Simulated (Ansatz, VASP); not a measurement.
# Al7Ga11N18 (random wurtzite alloy of AlN and GaN) in two plane-wave programs, part 2 of 3

Aim: how closely do two programs agree when they are given the same cell, functional and k mesh? The cell is taken from a series of runs on this material, whose earlier steps may have relaxed, scaled, displaced or heated it; both programs get it as it stands.

VASP 6.6.1 and Ansatz 0.2.0.

So far. Step 2 (Ansatz: single point, PBE, pair 1): The run ends at a pressure of 6.06 GPa, with forces up to 3.1 eV/Å.

### Step 3. VASP: single point, PBE, pair 1

Level of this step: PBE; plane waves and PAW (Ga_d, N, Al) (VASP).

The same cell, functional, mesh and smearing now go to VASP, with its own data sets.

Lines of VASP's logs that name or quote its potential files are left out, and so is its time.

INCAR reads:

```
SYSTEM = Al7Ga11N18
PREC = Accurate
ENCUT = 600
EDIFF = 1E-06
NELM = 120
ISMEAR = -1
SIGMA = 0.05
LREAL = Auto
ALGO = Normal
GGA = PE
NBANDS = 304
LORBIT = 11
LWAVE = .FALSE.
LCHARG = .FALSE.
ISIF = 2
LASPH = .TRUE.
GGA_COMPAT = .FALSE.
EFERMI = MIDGAP
NCORE = 2
```

POSCAR reads:

```
Al7Ga11N18
1.0
    9.4773000000      0.0000000000      0.0000000000
   -4.7386500000      8.2075800000      0.0000000000
    0.0000000000      0.0000000000     10.2122000000
Ga N Al
22 36 14
Direct
    0.9982600000      0.9995700000      0.0007100000
    0.0029500000      0.0030300000      0.5024000000
    0.9988900000      0.3365300000      0.0022600000
    0.1094900000      0.5546000000      0.2491000000
    0.0032100000      0.3380900000      0.4956600000
    0.9916800000      0.6616100000      0.9982200000
    0.9946200000      0.6684900000      0.5010700000
    0.1140400000      0.8862300000      0.7488300000
    0.3321700000      0.9970400000      0.5026500000
    0.3368900000      0.3338300000      0.5012300000
    0.4501900000      0.5611200000      0.7545600000
    0.3300100000      0.6695100000      0.9960200000
    0.4422900000      0.8870000000      0.2474600000
    0.4465400000      0.8887600000      0.7516000000
    0.6762700000      0.0066100000      0.0026600000
    0.7790100000      0.2254100000      0.2482000000
    0.6650900000      0.0025300000      0.5029000000
    0.7780500000      0.2212700000      0.7538800000
    0.6655900000      0.3325800000      0.4985800000
    0.6715500000      0.6699500000      0.0023300000
    0.7750300000      0.8865400000      0.2494000000
    0.7746600000      0.8898100000      0.7483300000
    0.1104500000      0.2266000000      0.0641900000
    0.9952000000      0.0047200000      0.3088700000
    0.1089500000      0.2206900000      0.5612200000
    0.0048300000      0.0046600000      0.8105700000
    0.1011700000      0.5533700000      0.0610400000
    0.9973300000      0.3331700000      0.3105000000
    0.1151600000      0.5575200000      0.5651900000
    0.0005000000      0.3364400000      0.8100100000
    0.1091300000      0.8864700000      0.0598000000
    0.9939800000      0.6645400000      0.3112200000
    0.1133300000      0.8884700000      0.5588900000
    0.0003500000      0.6698400000      0.8090500000
    0.4507700000      0.2259400000      0.0621700000
    0.3307100000      0.9999000000      0.3100100000
    0.4418900000      0.2134600000      0.5616500000
    0.3354700000      0.0022100000      0.8120100000
    0.4461700000      0.5599400000      0.0611000000
    0.3359700000      0.3376100000      0.3134700000
    0.4522000000      0.5616000000      0.5584800000
    0.3389200000      0.3373400000      0.8057700000
    0.4455300000      0.8918900000      0.0650100000
    0.3321100000      0.6622200000      0.3097000000
    0.4418000000      0.8936900000      0.5613300000
    0.3406700000      0.6720900000      0.8084700000
    0.7816100000      0.2223400000      0.0585300000
    0.6667000000      0.9964300000      0.3122000000
    0.7774100000      0.2275400000      0.5609500000
    0.6700600000      0.9992400000      0.8123500000
    0.7805300000      0.5612100000      0.0667300000
    0.6656400000      0.3311100000      0.3088200000
    0.7793300000      0.5569100000      0.5638500000
    0.6627400000      0.3315300000      0.8107100000
    0.7842600000      0.8986100000      0.0623800000
    0.6685100000      0.6666100000      0.3076300000
    0.7777700000      0.8877500000      0.5561400000
    0.6592100000      0.6657200000      0.8118900000
    0.1081700000      0.2230100000      0.2489000000
    0.1066400000      0.2199700000      0.7519800000
    0.1023600000      0.5513900000      0.7522100000
    0.1100200000      0.8847900000      0.2542700000
    0.3357700000      0.9997800000      0.9985000000
    0.4420000000      0.2235400000      0.2517800000
    0.4434600000      0.2195500000      0.7521200000
    0.3386100000      0.3369600000      0.9982000000
    0.4470400000      0.5518900000      0.2492400000
    0.3328800000      0.6682300000      0.5020500000
    0.6665500000      0.3357600000      0.9990700000
    0.7767100000      0.5544000000      0.2477500000
    0.7744900000      0.5543500000      0.7489300000
    0.6665600000      0.6602200000      0.5041800000
```

KPOINTS reads:

```
Automatic mesh
0
Gamma
1 1 1
0 0 0
```

The projector-augmented-wave data sets are Ga_d, N and Al (PBE family, release 64).

Command:

```
$ mpirun -np 8 vasp_gam
```

Numbers of over 12 decimals in the logs are rounded to 6 here.

Log:

```text
[banner, memory and clock lines left out]
running    8 mpi-ranks, on    1 nodes
[...]
LDA part: xc-table for (Slater+PW92), standard interpolation
 POSCAR, INCAR and KPOINTS ok, starting setup
[...]
entering main loop
       N       E                     dE             d eps       ncg     rms          rms(c)
DAV:   1     0.129082867677E+05    0.12908E+05   -0.20113E+05   664   0.340E+03
DAV:   2     0.311942347936E+04   -0.97889E+04   -0.92490E+04   608   0.103E+03
DAV:   3     0.151079653846E+02   -0.31043E+04   -0.28867E+04   768   0.372E+02
DAV:   4    -0.494402009405E+03   -0.50951E+03   -0.49453E+03   720   0.149E+02
[...]
DAV:  18    -0.468249162319E+03   -0.34021E-05   -0.56048E-05   952   0.382E-02    0.862E-03
DAV:  19    -0.468249163149E+03   -0.83046E-06   -0.13800E-05   712   0.216E-02    0.537E-03
DAV:  20    -0.468249164122E+03   -0.97248E-06   -0.45728E-06   512   0.208E-02
   1 F= -.46824916E+03 E0= -.46824916E+03  d E =-.268788E-10
```

Parts of OUTCAR (step 3):

```text
  Total       30.8352556     31.7565190     23.3842423      1.0654838     -1.6306381     -0.0264795
  in kB       62.1926512     64.0507779     47.1644551      2.1490096     -3.2888881     -0.0534073
  external PRESSURE =      57.8026281 kB  Pullay stress =       0.0000000 kB

 POSITION                                       TOTAL-FORCE (eV/Angst)
 -----------------------------------------------------------------------------------
      4.72420      8.20405      0.00725         1.008635      0.672759     -0.022797
      0.01360      0.02487      5.13061        -0.387949     -0.346722     -0.841608
      7.87208      2.76210      0.02308         0.828605     -0.362752     -0.547381
     -1.59039      4.55192      2.54386         0.020703      0.380369      0.369208
     -1.57167      2.77490      5.06178        -0.177894     -0.349668      0.932711
      6.26331      5.43022     10.19402         0.579470      1.319879      0.075761
      6.25857      5.48669      5.11703         1.331103     -0.370714     -0.286319
     -3.11874      7.27380      7.64720        -0.552934      0.919293      0.094391
     -1.57655      8.18329      5.13316        -0.270681      0.293110     -1.135526
      1.61090      2.73994      5.11866        -0.366278      0.005364      0.519311
      1.60763      4.60544      7.70572        -1.154711     -1.114220     -1.344216
     -0.04497      5.49506     10.17156         0.367800     -0.066142      0.819528
     -0.01147      7.28012      2.52711         0.214661      0.051005      1.163414
      0.02047      7.29457      7.67549        -0.221957      0.678196     -0.347102
[...]
-----------------------------------------------------------------------------------
    total drift:                                0.010511     -0.002406     -0.004147

  FREE ENERGIE OF THE ION-ELECTRON SYSTEM (eV)
  ---------------------------------------------------
  free  energy   TOTEN  =      -468.2491641218 eV

  energy  without entropy=     -468.2491641218  energy(sigma->0) =     -468.24916412

[... 3 further parts left out ...]
[key lines of the parts left out:]
E-fermi :   7.1001
```

The run ends at a pressure of 5.78 GPa, with forces up to 3.1 eV/Å.

### Step 4. Comparison

Known differences besides the potentials themselves: the cutoff is 420 eV in Ansatz and 600 eV in VASP (PREC = Accurate, projectors in real space). Total energies have different zeros and are not compared.

Both answers:

```
              quantity  Ansatz   VASP  difference
        pressure (GPa)    6.06   5.78       +0.28
gap on the k mesh (eV)   2.644  2.652      -0.009
```

Forces on 8 of the 72 atoms, those with the largest forces and the largest differences (eV/Å; atoms numbered as in POSCAR):

```
atom          Ansatz x, y, z            VASP x, y, z
Ga11  -1.177, -1.131, -1.365  -1.155, -1.114, -1.344
 N24   1.964, -0.010, -0.125   1.975, -0.009, -0.140
 N39   -0.035, -1.073, 0.245   -0.032, -1.091, 0.262
 N45    1.228, -1.777, 0.143    1.211, -1.780, 0.130
 N46   -2.024, -1.262, 0.060   -2.030, -1.261, 0.050
 N47   -1.852, 1.234, -0.003   -1.853, 1.233, -0.017
 N51  -0.403, -1.919, -0.594  -0.395, -1.926, -0.596
 N58     3.066, 0.543, 0.170     3.048, 0.516, 0.152
```

The forces differ by 8.6 meV/Å r.m.s., which is 1.2 % of the r.m.s. force of 0.743 eV/Å (both taken over all components). A gap on the mesh is an upper bound, since the band edges may lie between its points.

### Step 5. Ansatz: single point, PBE, pair 2

With cell and atoms fixed, the geometry can't cause a difference; cores, projectors, grids and the points listed under the comparison can.

The cell is taken from a series of runs on this material, whose earlier steps may have relaxed, scaled, displaced or heated it; both programs get it as it stands.

input.yaml reads:

```yaml
crystal:
  lattice:
    - [9.4773, 0.0, 0.0]
    - [-4.73865, 8.20758, 0.0]
    - [0.0, 0.0, 10.2122]
  atoms:
    - { symbol: Ga, position: [0.0087, 0.02028, 0.00936] }
    - { symbol: "N", position: [0.10726, 0.21437, 0.05845] }
    - { symbol: Al, position: [0.1189, 0.23033, 0.24652] }
    - { symbol: "N", position: [0.99489, 0.00068, 0.31046] }
    - { symbol: Ga, position: [0.99737, 0.99095, 0.49985] }
    - { symbol: "N", position: [0.0902, 0.21772, 0.56298] }
    - { symbol: Al, position: [0.13045, 0.2303, 0.74348] }
    - { symbol: "N", position: [0.01464, 0.01449, 0.81089] }
    - { symbol: Ga, position: [0.99324, 0.32868, 0.01578] }
    - { symbol: "N", position: [0.10221, 0.56275, 0.06211] }
    - { symbol: Ga, position: [0.10308, 0.56406, 0.24754] }
    - { symbol: "N", position: [0.99873, 0.33308, 0.33192] }
    - { symbol: Ga, position: [0.99579, 0.33409, 0.50461] }
    - { symbol: "N", position: [0.11438, 0.5575, 0.5587] }
    - { symbol: Al, position: [0.12516, 0.56296, 0.76002] }
    - { symbol: "N", position: [0.9926, 0.32578, 0.79374] }
    - { symbol: Ga, position: [0.99447, 0.66345, 0.00126] }
    - { symbol: "N", position: [0.11243, 0.90383, 0.06549] }
    - { symbol: Al, position: [0.11529, 0.8753, 0.2518] }
    - { symbol: "N", position: [0.98457, 0.66338, 0.30812] }
    - { symbol: Ga, position: [0.02136, 0.66158, 0.50344] }
    - { symbol: "N", position: [0.0946, 0.87506, 0.56547] }
    - { symbol: Ga, position: [0.11094, 0.88399, 0.74358] }
    - { symbol: "N", position: [0.98176, 0.65527, 0.80346] }
    - { symbol: Al, position: [0.34717, 0.00431, 0.00262] }
    - { symbol: "N", position: [0.45735, 0.2352, 0.05494] }
    - { symbol: Al, position: [0.4386, 0.22767, 0.24124] }
    - { symbol: "N", position: [0.31603, 0.98762, 0.31713] }
    - { symbol: Ga, position: [0.33983, 0.00653, 0.49541] }
    - { symbol: "N", position: [0.45766, 0.22637, 0.56317] }
    - { symbol: Al, position: [0.43045, 0.21103, 0.73679] }
    - { symbol: "N", position: [0.31982, 0.00306, 0.8125] }
    - { symbol: Al, position: [0.31489, 0.31124, 0.00429] }
    - { symbol: "N", position: [0.45382, 0.55862, 0.06225] }
    - { symbol: Al, position: [0.44811, 0.54044, 0.2382] }
    - { symbol: "N", position: [0.32591, 0.32168, 0.29589] }
    - { symbol: Ga, position: [0.3367, 0.33015, 0.49511] }
    - { symbol: "N", position: [0.45523, 0.56531, 0.567] }
    - { symbol: Ga, position: [0.44182, 0.56845, 0.75535] }
    - { symbol: "N", position: [0.33481, 0.32557, 0.80238] }
    - { symbol: Ga, position: [0.33995, 0.66774, 0.98756] }
    - { symbol: "N", position: [0.42523, 0.86583, 0.06522] }
    - { symbol: Ga, position: [0.45822, 0.89922, 0.25281] }
    - { symbol: "N", position: [0.33791, 0.67321, 0.31146] }
    - { symbol: Al, position: [0.3391, 0.67587, 0.49757] }
    - { symbol: "N", position: [0.44118, 0.88123, 0.5601] }
    - { symbol: Ga, position: [0.44788, 0.90268, 0.74605] }
    - { symbol: "N", position: [0.35272, 0.67566, 0.79408] }
    - { symbol: Ga, position: [0.66921, 0.01007, 0.99627] }
    - { symbol: "N", position: [0.77874, 0.22888, 0.06117] }
    - { symbol: Ga, position: [0.78377, 0.22217, 0.23902] }
    - { symbol: "N", position: [0.67569, 0.99628, 0.30783] }
    - { symbol: Ga, position: [0.6857, 0.01182, 0.50084] }
    - { symbol: "N", position: [0.77872, 0.23622, 0.56108] }
    - { symbol: Ga, position: [0.77644, 0.23754, 0.74442] }
    - { symbol: "N", position: [0.67139, 0.024, 0.80699] }
    - { symbol: Al, position: [0.66654, 0.34002, 0.0103] }
    - { symbol: "N", position: [0.76453, 0.54448, 0.05517] }
    - { symbol: Al, position: [0.77229, 0.55444, 0.241] }
    - { symbol: "N", position: [0.67622, 0.34227, 0.30042] }
    - { symbol: Ga, position: [0.6473, 0.33861, 0.4997] }
    - { symbol: "N", position: [0.77622, 0.5698, 0.55933] }
    - { symbol: Al, position: [0.76763, 0.54247, 0.76319] }
    - { symbol: "N", position: [0.67025, 0.3378, 0.803] }
    - { symbol: Ga, position: [0.66865, 0.6755, 0.00568] }
    - { symbol: "N", position: [0.78805, 0.90446, 0.06976] }
    - { symbol: Ga, position: [0.77811, 0.88903, 0.24112] }
    - { symbol: "N", position: [0.66851, 0.65721, 0.29779] }
    - { symbol: Al, position: [0.6534, 0.66526, 0.51319] }
    - { symbol: "N", position: [0.76903, 0.86611, 0.55516] }
    - { symbol: Ga, position: [0.75846, 0.88927, 0.75114] }
    - { symbol: "N", position: [0.67683, 0.66238, 0.81884] }
kpoints:
  mp_grid: { grid: [1, 1, 1] }
hamiltonian:
  xc: pbe
scf:
  occupations: { method: fermi_dirac, width: 0.05 }
output:
  forces: true
  eigenvalues: true
  populations: true
  stress: true
```

Command:

```
$ ansatz run input.yaml --threads 4 --pin off --max-ram 8192MiB --backend cpu --events-out ev --progress --plain --runs-dir out
```

Log:

```text
[...]
Crystal: 72 atoms, lattice volume = 794.363 Å³
Basis set: ecut = 420 eV, 15467 PW (Γ), exchange–correlation on 128×128×144 points (8 copies of the dense FFT grid, shifted against one another)
Bands: 326, of which v1, the nominal top of the filled ones, is band 254 counted from 1 (253 counted from 0)
Symmetry: 1 space group operations
[...]
k-points: 1
[...]
--- Löwdin populations: 72 sites ---
  site symbol       q [e]
     0     Ga     12.2070
     1      N      5.9273
     2     Al      1.8845
     3      N      5.8665
     4     Ga     12.2079
     5      N      5.8130
     6     Al      1.9175
     7      N      5.8217
[...]
68     Al      1.8552
    69      N      5.8419
    70     Ga     12.2339
    71      N      5.8229
  spilling = 0.003566 (of n_electrons = 508.000000)
[key lines of the parts left out:]
SCF converged after 9 iterations
Free energy (F): -104613.038686 eV
Fermi energy:    10.226880 eV
P = ⅓ Tr σ = 10.5857 GPa (105.857 kbar)
```

The run ends at a pressure of 10.59 GPa, with forces up to 8.6 eV/Å.

(Part 2 of 3 ends here.)

[Lines on the potential files, build, host, timing and source positions are cut from VASP's logs without a mark.]

[Logs are printed without paths, hosts, clocks, repeated set-up lines and the standing remarks that a program may print on its own settings, such as how far it seeks lower states.]

[Hosts, paths, dates, database ids (printed as entryN), source tags and the programs' standing remarks are cut or masked in the printed files.]
